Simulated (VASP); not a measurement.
Output of a VASP run:

File OSZICAR:
```
       N       E                     dE             d eps       ncg     rms          rms(c)
DAV:   1     0.490092963341E+03    0.49009E+03   -0.26600E+04   904   0.162E+03
DAV:   2    -0.106626683172E+02   -0.50076E+03   -0.48788E+03   936   0.509E+02
DAV:   3    -0.276955846041E+02   -0.17033E+02   -0.16071E+02  1064   0.946E+01
DAV:   4    -0.279836813020E+02   -0.28810E+00   -0.28390E+00   984   0.118E+01
DAV:   5    -0.279894134319E+02   -0.57321E-02   -0.56995E-02  1032   0.152E+00    0.178E+01
DAV:   6    -0.281082468370E+02   -0.11883E+00   -0.17043E+01   984   0.399E+01    0.154E+01
DAV:   7    -0.269255073437E+02    0.11827E+01   -0.97777E+00   920   0.274E+01    0.793E+00
DAV:   8    -0.264686235210E+02    0.45688E+00   -0.10348E+00   960   0.119E+01    0.377E+00
DAV:   9    -0.264536047181E+02    0.15019E-01   -0.24769E-01  1040   0.401E+00    0.128E+00
DAV:  10    -0.264444487771E+02    0.91559E-02   -0.73984E-02   976   0.269E+00    0.514E-01
DAV:  11    -0.264434378778E+02    0.10109E-02   -0.16848E-02  1008   0.137E+00    0.313E-01
DAV:  12    -0.264426077949E+02    0.83008E-03   -0.23124E-03   980   0.602E-01    0.493E-02
DAV:  13    -0.264425949601E+02    0.12835E-04   -0.11387E-04  1044   0.103E-01    0.162E-02
DAV:  14    -0.264425924256E+02    0.25344E-05   -0.69866E-06   828   0.276E-02    0.399E-03
DAV:  15    -0.264425921082E+02    0.31740E-06   -0.57081E-07   500   0.889E-03
   1 F= -.26442592E+02 E0= -.26423850E+02  d E =-.374833E-01
```

OUTCAR:
```
------------------------ aborting loop because EDIFF is reached ----------------------------------------
  FORCE on cell =-STRESS in cart. coord.  units (eV):
  Direction    XX          YY          ZZ          XY          YZ          ZX
  --------------------------------------------------------------------------------------
  Total       -3.1205734     -3.1205734     -3.1205734      0.0000000      0.0000000     -0.0000000
  in kB      -95.1410533    -95.1410533    -95.1410533      0.0000000      0.0000000     -0.0000000
  external PRESSURE =     -95.1410533 kB  Pullay stress =       0.0000000 kB
  volume of cell :       52.55
      direct lattice vectors                 reciprocal lattice vectors
     0.000000000  2.972914000  2.972914000    -0.168185154  0.168185154  0.168185154
     2.972914000  0.000000000  2.972914000     0.168185154 -0.168185154  0.168185154
     2.972914000  2.972914000  0.000000000     0.168185154  0.168185154 -0.168185154
 POSITION                                       TOTAL-FORCE (eV/Angst)
 -----------------------------------------------------------------------------------
      0.00000      0.00000      0.00000        -0.000000     -0.000000     -0.000000
      2.97291      2.97291      2.97291        -0.000000     -0.000000      0.000000
      1.48646      1.48646      1.48646        -0.000000     -0.000000     -0.000000
      4.45937      4.45937      4.45937         0.000000      0.000000      0.000000
 -----------------------------------------------------------------------------------
    total drift:                                0.000000      0.000000      0.000000
  FREE ENERGIE OF THE ION-ELECTRON SYSTEM (eV)
  ---------------------------------------------------
  free  energy   TOTEN  =       -26.4425921082 eV

  energy  without entropy=      -26.4051087984  energy(sigma->0) =      -26.42385045
```
(Selected blocks of OUTCAR.)

### POSCAR
```
BRh3
1
    0.0000000000     2.9729140000     2.9729140000
    2.9729140000     0.0000000000     2.9729140000
    2.9729140000     2.9729140000     0.0000000000
B Rh
1 3
Direct
  0.0000000000   0.0000000000   0.0000000000
  0.5000000000   0.5000000000   0.5000000000
  0.2500000000   0.2500000000   0.2500000000
  0.7500000000   0.7500000000   0.7500000000
```

### Question
Write an INCAR and KPOINTS that could have produced this output.

### Answer
This is not unique; one that fits is the input of the run itself, PBE GGA, plane waves, VASP's PBE PAW potentials (set 64).

KPOINTS:
```
Automatic mesh
0
Gamma
6 6 6
0 0 0
```

**INCAR**
```
SYSTEM = BRh3
PREC = Accurate; ENCUT = 400; LREAL = F
LASPH = T
EDIFF = 1E-6; NELM = 100; ALGO = Normal
LMAXMIX = 4
ISMEAR = 0; SIGMA = 0.1
GGA = PE
ISIF = 2
LWAVE = F; LCHARG = F
```

POTCAR, in this order: B Rh_pv (PBE.64 set). Program: vasp_std.

At this cut-off the stress carries a Pulay error, which pulls relaxed volumes low.

The structure was generated: BRh3 was put into an ordered model structure, which need not be its known phase. The cell was not relaxed at this level, and its volume differs by -5.9 % from the start's. The k-mesh is coarse (spacing up to 0.31 per Å, 2π included), so the numbers may not be converged in it.
